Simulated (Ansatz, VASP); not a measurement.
Na3Nb in VASP and in Ansatz

Contents of INCAR:

```
PREC = Accurate
ENCUT = 520
EDIFF = 1E-6
ISMEAR = 0
SIGMA = 0.1
LREAL = False
LASPH = True
NELM = 60
ALGO = Normal
ISIF = 2
LWAVE = False
LCHARG = False
GGA = PE
NBANDS = 25
```

The input KPOINTS:

```
regular mesh
0
Gamma
  4 4 4
```

POSCAR

```
Na3Nb
1.0
    4.2402376978      0.0000000000      0.0000000000
    0.0000000000      4.2402376978      0.0000000000
    0.0000000000      0.0000000000      4.2402376978
Na Nb
3 1
Direct
    0.0000000000      0.5000000000      0.5000000000
    0.5000000000      0.0000000000      0.5000000000
    0.5000000000      0.5000000000      0.0000000000
    0.0000000000      0.0000000000      0.0000000000
```

Input for Ansatz:

```yaml
crystal:
  lattice:
    - [4.2402376978, 0.0, 0.0]
    - [0.0, 4.2402376978, 0.0]
    - [0.0, 0.0, 4.2402376978]
  atoms:
    - { symbol: Na, position: [0.0, 0.5, 0.5] }
    - { symbol: Na, position: [0.5, 0.0, 0.5] }
    - { symbol: Na, position: [0.5, 0.5, 0.0] }
    - { symbol: Nb, position: [0.0, 0.0, 0.0] }
basis:
  ecutwfc: 420
kpoints:
  mp_grid: { grid: [4, 4, 4] }
hamiltonian:
  xc: pbe
scf:
  occupations: { method: gaussian, width: 0.1 }
  lower_state_search: "off"
output:
  forces: true
  stress: true
  eigenvalues: true
```

Alike in both runs: task single point; functional PBE; k mesh 4 × 4 × 4; occupations gaussian, width 0.1 eV; no spin polarisation.

```csv
,VASP,Ansatz
version,VASP 6.6.1,Ansatz 0.2.0
potentials or method,"VASP PAW PBE potentials, release 64 (Na_pv, Nb_sv)","scalar-relativistic, plane waves, PAW"
plane-wave cutoff (eV),520,420
valence electrons in the cell,34,40
```

|  | VASP | Ansatz | Ansatz less VASP |
| --- | --- | --- | --- |
| gap on the k mesh at the Fermi level (eV) | none | none | - |
| pressure (GPa) | 13.8 | 13.8 | 0.00 |

A gap of «none» marks a metal or a gap that the smearing closes. With one functional, cell and mesh, what is left measures potentials, basis and numerics. The two sets of potentials don't hold the same shells in valence.

Caveats: the k mesh is coarse (spacing up to 0.37 Å⁻¹), so the values aren't converged.
